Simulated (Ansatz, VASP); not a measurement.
# Cross-check of MoCl6 between VASP and Ansatz, part 2 of 2

One calculation is typed for both programs; each brings its own data sets. How far apart do they land? The cell is taken from a series of runs on this material, whose earlier steps may have relaxed, scaled, displaced or heated it; both programs get it as it stands.

VASP 6.6.1 and Ansatz 0.2.0.

So far. Step 5 (VASP: single point, LDA, pair 2): The run ends at a pressure of -2.13 GPa, with forces up to 0.29 eV/Å.

### Step 6. Ansatz: single point, LDA, pair 2

Level of this step: Ansatz beside VASP: Kohn-Sham DFT, plane waves, LDA (Ansatz).

The same cell, functional (in two slightly different forms) and mesh now go to Ansatz.

The cell is taken from a series of runs on this material, whose earlier steps may have relaxed, scaled, displaced or heated it; both programs get it as it stands.

The input, input.yaml:

```yaml
crystal:
  lattice:
    - [6.1734763146, 0.0, 0.0]
    - [-3.0867381573, 5.3463873181, 0.0]
    - [0.0, 0.0, 5.41591942]
  atoms:
    - { symbol: Mo, position: [0.0, 0.0, 0.5] }
    - { symbol: Cl, position: [0.30360714, 0.30360714, 0.2554997936] }
    - { symbol: Cl, position: [1.0, 0.69639286, 0.2554997936] }
    - { symbol: Cl, position: [0.69639286, 0.0, 0.2554997936] }
    - { symbol: Cl, position: [1.0, 0.30360714, 0.7445002064] }
    - { symbol: Cl, position: [0.30360714, 0.0, 0.7445002064] }
    - { symbol: Cl, position: [0.69639286, 0.69639286, 0.7445002064] }
kpoints:
  mp_grid: { grid: [2, 2, 2] }
hamiltonian:
  xc: lda
  pseudopotentials: { kind: paw, source: ansatz, frozen_core: stored }
scf:
  occupations: { method: fixed }
  lower_state_search: "off"
  convergence: { dr2_threshold: 1.0e-09 }
output:
  embedding: [{ level: hf }]
basis:
  ecutwfc: 1000
```

On the command line:

```
$ ansatz run input.yaml --threads 4 --pin off --max-ram 18432MiB --backend cpu --events-out ev --progress --plain --runs-dir out
```

What it wrote:

```text
[...]
Crystal: 7 atoms, lattice volume = 178.757 Å³
Basis set: ecut = 1000 eV, 12807 PW (Γ)
Bands: 35, of which v1, the nominal top of the filled ones, is band 28 counted from 1 (27 counted from 0)
Symmetry: 12 space group operations
[...]
k-points: 4 of 8
[...]
k-point 2: bands = [... 24 lower, 1.5628, 1.6924, 1.9832, 2.1276, 3.1124, 3.4498, 3.8941, 6.3877, ... 3 higher]
  k-point 3: bands = [... 24 lower, 1.6504, 1.6834, 1.7668, 1.8597, 3.1368, 3.4433, 3.9234, 6.2013, ... 3 higher]
[...]
hf on the whole cell: 28 occupied orbitals
[...]
E of the run      =    -11112.087653 eV
  E with the levels =    -11291.816475 eV; the forces and the stress are the run's own
[key lines of the parts left out:]
SCF converged after 11 iterations
Free energy (F): -11112.087653 eV
Fermi energy:    2.225307 eV
```

### Step 7. Side by side

Both answers:

```csv
quantity,Ansatz,VASP,difference
gap on the k mesh (eV),0.788,0.791,-0.003
```

A gap on the mesh is an upper bound, since the band edges may lie between its points.

### Step 8. VASP: single point, LDA, pair 3

With cell and atoms fixed, the geometry can't cause a difference; cores, projectors, grids and the points listed under the comparison can. The cell compared in this pair holds 187.01 Å³, against 178.76 Å³ for the pair before.

The input, INCAR:

```
SYSTEM = MoCl6
PREC = Accurate
ENCUT = 400
EDIFF = 1E-06
NELM = 120
ISMEAR = 0
SIGMA = 0.01
LREAL = .FALSE.
ALGO = Normal
GGA = PW92
NBANDS = 35
LASPH = .TRUE.
LORBIT = 11
LWAVE = .FALSE.
LCHARG = .FALSE.
ISIF = 2
GGA_COMPAT = .FALSE.
EFERMI = MIDGAP
KPAR = 2
```

The input, POSCAR:

```
MoCl6
1.0
    6.1734763146      0.0000000000      0.0000000000
   -3.0867381573      5.3463873181      0.0000000000
    0.0000000000      0.0000000000      5.6659194200
Mo Cl
1 6
Direct
    0.0000000000      0.0000000000      0.5000000000
    0.3036071400      0.3036071400      0.2662879900
    0.0000000000      0.6963928600      0.2662879900
    0.6963928600      0.0000000000      0.2662879900
    0.0000000000      0.3036071400      0.7337120100
    0.3036071400      0.0000000000      0.7337120100
    0.6963928600      0.6963928600      0.7337120100
```

The input, KPOINTS:

```
Automatic mesh
0
Gamma
2 2 2
0 0 0
```

The projector-augmented-wave data sets are Mo_sv and Cl (LDA family, release 64).

On the command line:

```
$ mpirun -np 2 vasp_std
```

What it wrote:

```text
[... set-up lines as in an earlier step ...]
 entering main loop
       N       E                     dE             d eps       ncg     rms          rms(c)
DAV:   1     0.373990035561E+03    0.37399E+03   -0.24700E+04   320   0.115E+03
DAV:   2    -0.973647789192E+01   -0.38373E+03   -0.37462E+03   378   0.278E+02
DAV:   3    -0.357702509109E+02   -0.26034E+02   -0.25884E+02   304   0.747E+01
DAV:   4    -0.361935731276E+02   -0.42332E+00   -0.42281E+00   352   0.110E+01
[...]
DAV:  13    -0.306310964969E+02    0.22073E-04   -0.10398E-04   309   0.486E-02    0.291E-02
DAV:  14    -0.306310906563E+02    0.58406E-05   -0.33605E-05   298   0.352E-02    0.107E-02
DAV:  15    -0.306310908431E+02   -0.18680E-06   -0.13887E-06   218   0.675E-03
   1 F= -.30631091E+02 E0= -.30631091E+02  d E =0.000000E+00
```

OUTCAR, selected parts (step 8):

```text
  Total       -2.5713520     -2.5713520     -2.8609600      0.0000000      0.0000000     -0.0000000
  in kB      -22.0298488    -22.0298488    -24.5110415      0.0000000      0.0000000     -0.0000000
  external PRESSURE =     -22.8569131 kB  Pullay stress =       0.0000000 kB

 POSITION                                       TOTAL-FORCE (eV/Angst)
 -----------------------------------------------------------------------------------
      0.00000      0.00000      2.83296         0.000000     -0.000000      0.000000
      0.93716      1.62320      1.50877        -0.120340     -0.208434      0.139512
     -2.14958      3.72319      1.50877        -0.120340      0.208434      0.139512
      4.29916      0.00000      1.50877         0.240679     -0.000000      0.139512
     -0.93716      1.62320      4.15715         0.120340     -0.208434     -0.139512
      1.87431      0.00000      4.15715        -0.240679     -0.000000     -0.139512
      2.14958      3.72319      4.15715         0.120340      0.208434     -0.139512
 -----------------------------------------------------------------------------------
    total drift:                                0.000000     -0.000000      0.000000

  FREE ENERGIE OF THE ION-ELECTRON SYSTEM (eV)
  ---------------------------------------------------
  free  energy   TOTEN  =       -30.6310908431 eV

  energy  without entropy=      -30.6310908431  energy(sigma->0) =      -30.63109084

[... 1 part as in an earlier step ...]

[... 2 further parts left out ...]
[key lines of the parts left out:]
E-fermi :   0.4156
```

The run ends at a pressure of -2.29 GPa, with forces up to 0.28 eV/Å.

### Step 9. Ansatz: single point, LDA, pair 3

The same cell, functional (in two slightly different forms) and mesh now go to Ansatz.

The cell is taken from a series of runs on this material, whose earlier steps may have relaxed, scaled, displaced or heated it; both programs get it as it stands.

input.yaml, the sections that differ from step 6:

```yaml
crystal:
  lattice:
    - [6.1734763146, 0.0, 0.0]
    - [-3.0867381573, 5.3463873181, 0.0]
    - [0.0, 0.0, 5.66591942]
  atoms:
    - { symbol: Mo, position: [0.0, 0.0, 0.5] }
    - { symbol: Cl, position: [0.30360714, 0.30360714, 0.26628799] }
    - { symbol: Cl, position: [1.0, 0.69639286, 0.26628799] }
    - { symbol: Cl, position: [0.69639286, 0.0, 0.26628799] }
    - { symbol: Cl, position: [1.0, 0.30360714, 0.73371201] }
    - { symbol: Cl, position: [0.30360714, 0.0, 0.73371201] }
    - { symbol: Cl, position: [0.69639286, 0.69639286, 0.73371201] }
# kpoints, hamiltonian, scf, output, basis: as in step 6
```

On the command line:

```
$ ansatz run input.yaml --threads 4 --pin off --max-ram 18432MiB --backend cpu --events-out ev --progress --plain --runs-dir out
```

What it wrote:

```text
[...]
Crystal: 7 atoms, lattice volume = 187.008 Å³
Basis set: ecut = 1000 eV, 13469 PW (Γ)
Bands: 35, of which v1, the nominal top of the filled ones, is band 28 counted from 1 (27 counted from 0)
Symmetry: 12 space group operations
[...]
k-points: 4 of 8
[...]
k-point 2: bands = [... 24 lower, 1.1930, 1.3136, 1.4003, 1.6282, 2.6709, 2.9679, 3.3563, 5.9483, ... 3 higher]
  k-point 3: bands = [... 24 lower, 1.0973, 1.2888, 1.3162, 1.4379, 2.6664, 2.9947, 3.3712, 5.7939, ... 3 higher]
[...]
hf on the whole cell: 28 occupied orbitals
[...]
E of the run      =    -11112.029918 eV
  E with the levels =    -11292.139929 eV; the forces and the stress are the run's own
[key lines of the parts left out:]
SCF converged after 11 iterations
Free energy (F): -11112.029918 eV
Fermi energy:    1.628196 eV
```

### Step 10. Comparison

The two programs side by side:

```csv
quantity,Ansatz,VASP,difference
gap on the k mesh (eV),0.943,0.948,-0.005
```

A gap on the mesh is an upper bound, since the band edges may lie between its points.

### Step 11. Results

```yaml
difference_in_gap_on_the_k_mesh_single_point_lda_pair_1: -0.0038 eV
difference_in_gap_on_the_k_mesh_single_point_lda_pair_2: -0.0033 eV
difference_in_gap_on_the_k_mesh_single_point_lda_pair_3: -0.0053 eV
```

The difference in gap on the k mesh is -0.0053 eV (single point, LDA, pair 3), within the 0.08 eV picked in this series as the mark of a large difference. 5 further runs of this series are not shown here. Such differences can come from data sets, numerical settings and the points named under the comparisons, not from the functional's error against experiment.

[Lines on the potential files, build, host, timing and source positions are cut from VASP's logs without a mark.]

[Logs are printed without paths, hosts, clocks, repeated set-up lines and the standing remarks that a program may print on its own settings, such as how far it seeks lower states.]

[Hosts, paths, dates, database ids (printed as entryN), source tags and the programs' standing remarks are cut or masked in the printed files.]
